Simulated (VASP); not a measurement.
A run of VASP 6.6.1 is set up as follows.

INCAR

```
PREC     = Accurate       # precision mode
ENCUT    = 520            # plane-wave cutoff, eV
EDIFF    = 1E-6           # SCF threshold, eV
ISMEAR   = 0              # smearing method
SIGMA    = 0.1            # smearing width, eV
LREAL    = F              # projectors in reciprocal space
LASPH    = T              # aspherical terms in the spheres
NELM     = 100            # most SCF steps
ALGO     = Fast           # electronic algorithm
ISIF     = 2              # what is computed and relaxed
LWAVE    = F              # write WAVECAR
LCHARG   = F              # write CHGCAR
GGA      = PE             # functional
NBANDS   = 22             # bands
```

File KPOINTS:

```
regular mesh
0
Gamma
  10 10 10
```

File POSCAR:

```
CsHfSc
1.0
    4.9383968236      0.0000000000      0.0000000000
    0.0000000000      4.9383968236      0.0000000000
    0.0000000000      0.0000000000      5.3923345897
Cs Hf Sc
1 1 1
Direct
    0.0000000000      0.0000000000      0.0000000000
    0.5000000000      0.5000000000      0.0000000000
    0.5000000000      0.5000000000      0.5000000000
```

Potentials or basis: VASP PAW PBE potentials, release 64 (Cs_sv, Hf_pv, Sc_sv).

Launch:

```console
$ cat potpaw_PBE.64/Cs_sv/POTCAR potpaw_PBE.64/Hf_pv/POTCAR potpaw_PBE.64/Sc_sv/POTCAR > POTCAR
$ mpirun -np 1 vasp_std > vasp.out
```

**Question.** Estimate the band gap on the k mesh.

**Answer.** None (metal or under the smearing width).

**Question.** Predict the pressure.

**Answer.** 0.0 GPa.

The run has no spin-orbit coupling, so splittings on Cs, Hf are missing.
